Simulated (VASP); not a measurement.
Wanted: the native input for a VASP 6.6.1 run.

| Quantity | Value |
| --- | --- |
| Task | single point |
| Functional | r2SCAN |
| Potentials or basis | VASP PAW PBE potentials, release 64 (Li_sv, Zr_sv, O) |
| Cutoff | 520 eV |
| k mesh | 10 × 10 × 2 |
| Occupations | gaussian, width 0.03 eV |
| Spin | no spin polarisation |
| Further INCAR settings | ALGO = Normal; EDIFF = 1e-06 |

The structure of Li4ZrO3 lies in POSCAR:

```
Li4ZrO3                                 
1.0
    3.1728581252      0.0000000000      0.0000000000
   -1.5864290625      2.7477757399     -0.0000000000
    0.0000000000      0.0000000000     16.8147922923
  Li              Zr              O             
     8     2     6
Direct
     0.6666666699999979    0.3333333300000021    0.5400134408438004
     0.3333333300000021    0.6666666699999979    0.4599865591561995
     0.0000000000000000    0.0000000000000000    0.3766051356778146
     0.0000000000000000    0.0000000000000000    0.6233948643221855
     0.6666666699999979    0.3333333300000021    0.9599865591561996
     0.3333333300000021    0.6666666699999979    0.0400134408438005
     0.0000000000000000    0.0000000000000000    0.1233948643221854
     0.0000000000000000    0.0000000000000000    0.8766051356778145
     0.3333333300000021    0.6666666699999979    0.7500000000000000
     0.6666666699999979    0.3333333300000021    0.2500000000000000
     0.6666666699999979    0.3333333300000021    0.6606812738237766
     0.3333333300000021    0.6666666699999979    0.3393187261762235
     0.0000000000000000    0.0000000000000000    0.5000000000000000
     0.6666666699999979    0.3333333300000021    0.8393187261762234
     0.3333333300000021    0.6666666699999979    0.1606812738237765
     0.0000000000000000    0.0000000000000000    1.0000000000000000
```

The cell was built by a generator and needn't be a form met in nature.

These files were run (other wordings do the same):

INCAR

```
SYSTEM = Li4ZrO3
ALGO     = Normal         ! electronic algorithm
EDIFF    = 1E-6           ! SCF threshold, eV
ENCUT    = 520            ! plane-wave cutoff, eV
ISIF     = 2              ! what is computed and relaxed
ISMEAR   = 0              ! smearing method
KPAR     = 4            
LASPH    = .True.         ! aspherical terms in the spheres
LCHARG   = .False.        ! write CHGCAR
LMIXTAU  = .True.       
LREAL    = .False.        ! projectors in reciprocal space
LWAVE    = .False.        ! write WAVECAR
METAGGA  = R2SCAN         ! meta-GGA
NELM     = 150            ! most SCF steps
PREC     = Accurate       ! precision mode
SIGMA    = 0.03           ! smearing width, eV
```

KPOINTS

```
k-points
0
Gamma
  10 10 2
  0 0 0
```

Potentials or basis: VASP PAW PBE potentials, release 64 (Li_sv, Zr_sv, O).

The run is started by

```console
$ cat potpaw_PBE.64/Li_sv/POTCAR potpaw_PBE.64/Zr_sv/POTCAR potpaw_PBE.64/O/POTCAR > POTCAR
$ mpirun -np 4 vasp_std > vasp.out
```

It gave:

```
Largest force          : 0.032 eV/Å
Band gap on the k mesh : 1.71 eV, indirect (least direct gap 1.94 eV)
```

Caveat: the PAW data sets were made with another functional, which shifts forces and pressure a little.

Wall time 4.3 min on 4 MPI ranks on Intel(R) Xeon(R) 6975P-C (Granite Rapids), on a shared host, peak memory 0.38 GiB a rank.
